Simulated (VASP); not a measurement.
Input:

```
CELL_PARAMETERS angstrom
     -2.87410     2.87410     5.52665
      2.87410    -2.87410     5.52665
      2.87410     2.87410    -5.52665
ATOMIC_POSITIONS crystal
  Ge 0.50000 0.50000 0.00000
  Cu 0.25000 0.75000 0.50000
  Cu 0.75000 0.25000 0.50000
  Se 0.40420 0.40420 0.54100
  Se 0.59580 0.13680 0.00000
  Se 0.86320 0.86320 0.45900
  Se 0.13680 0.59580 0.00000
  Cd 0.00000 0.00000 0.00000
```

Calculation: LDA (Ceperley-Alder, Perdew-Zunger), VASP's LDA PAW potentials (set 64) (plane waves; VASP). Settings: 300 eV cut-off, 3×3×3 Γ-centred mesh, Gaussian smearing of 0.20 eV, potentials Ge_d Cu Se Cd.

At this cut-off the stress carries a Pulay error, which pulls relaxed volumes low.

**Question.** Give the force on each atom (eV/Å).

**Answer.** 
```tsv
atom	Fx	Fy	Fz
Ge1	0.000	0.000	0.000
Cu2	0.000	0.000	0.000
Cu3	0.000	0.000	0.000
Se4	-0.212	-0.212	0.395
Se5	-0.212	0.212	-0.395
Se6	0.212	0.212	0.395
Se7	0.212	-0.212	-0.395
Cd8	0.000	0.000	0.000
```

**Question.** Give the stress tensor in GPa (positive for a compressed cell).

**Answer.** 
```
-2.72   0.00   0.00
 0.00  -2.72   0.00
 0.00   0.00  -2.34
```
The pressure is its mean diagonal, -2.59 GPa.

The structure comes from a measured CdCu2GeSe4 entry of the Crystallography Open Database, whose conditions weren't checked. The cell was not relaxed at this level. The k-mesh is coarse (spacing up to 0.52 per Å, 2π included), so the numbers may not be converged in it.
